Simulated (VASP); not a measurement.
**ZrPbO₃ (space group Pm-3m): computed properties**

These are r2SCAN meta-GGA, VASP's PBE PAW potentials (set 64) (plane waves; VASP) values and carry that method's errors.

| Property | Result |
|---|---|
| space group | Pm-3m (221) |
| cell | a = b = c = 4.1615 Å, α = β = γ = 90.00° |
| volume per atom | 14.41 Å^3/atom |
| band gap (over mesh and band path) | 2.84 eV |
| smallest direct gap (over mesh and band path) | 2.88 eV |
| band-edge character | indirect, M to X |
| density | 7.98 g/cm³ |
| mean ε∞ (independent particles) | 6.11 |

```
PbZrO3
1.0
    4.16149     0.00000     0.00000
    0.00000     4.16149     0.00000
    0.00000     0.00000     4.16149
Zr Pb O
1 1 3
Cartesian
  0.00000   0.00000   0.00000
  2.08074   2.08074   2.08074
  2.08074   0.00000   0.00000
  0.00000   2.08074   0.00000
  0.00000   0.00000   2.08074
```

Unless said otherwise, spin-orbit coupling is left out, though it shifts the bands of the heavy elements here.

The structure comes from a computed database's ZrPbO3 entry (Pm-3m); how it stands against other phases isn't given here. It was relaxed first. Symmetry was kept, so distortions that lower it aren't found.
